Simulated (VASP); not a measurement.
The system is BH12C3N.

```xyz
17
Lattice="4.5396 2.6209 1.9641 -4.5396 2.6209 1.9641 0.0000 -5.2419 1.9641" Properties=species:S:1:pos:R:3 pbc="T T T"
B     0.0000    0.0000    5.4100
H    -1.2052    0.6958    2.1776
H     0.0000   -1.3917    2.1776
H     1.2052    0.6958    2.1776
H    -2.0981    0.1799    3.6481
H     0.8932   -1.9070    3.6481
H     1.2049    1.7270    3.6481
H    -1.2049    1.7270    3.6481
H     2.0981    0.1799    3.6481
H    -0.8932   -1.9070    3.6481
H     0.0000   -4.0734    1.8380
H     3.5277    2.0367    1.8380
H    -3.5277    2.0367    1.8380
C    -1.2097    0.6984    3.2752
C     0.0000   -1.3969    3.2752
C     1.2097    0.6984    3.2752
N     0.0000    0.0000    3.7907
```

The cell isn't the ideal one: ions relaxed at fixed cell.

Base run:

| Property | Result |
| --- | --- |
| Program | VASP 6.6.1 |
| Functional | PBE |
| Potentials or basis | VASP PAW PBE potentials, release 64 (B, H, C, N) |
| Cutoff | 520 eV |
| k mesh | 6 × 6 × 6 |
| Occupations | fermi-dirac, width 0.02 eV |
| Spin | no spin polarisation |

Its results: band gap on the k mesh 6.29 eV, indirect (least direct gap 6.37 eV); pressure 0.6 GPa; largest force 0.031 eV/Å.

Problem. The run is repeated on the same cell with these changes: functional from PBE to r2SCAN; further incar settings from LREAL = Auto; ALGO = Fast; EDIFF = 1e-06; NBANDS = 30 to LREAL = Auto; ALGO = Normal; EDIFF = 1e-08; NBANDS = 30. What comes out?

Solution. Band gap on the k mesh 6.80 eV, indirect (least direct gap 6.88 eV); pressure -1.2 GPa; largest force 0.163 eV/Å.

Caveats: the PAW data sets were made with another functional, which shifts forces and pressure a little (some runs).

A k mesh can miss the band edges.
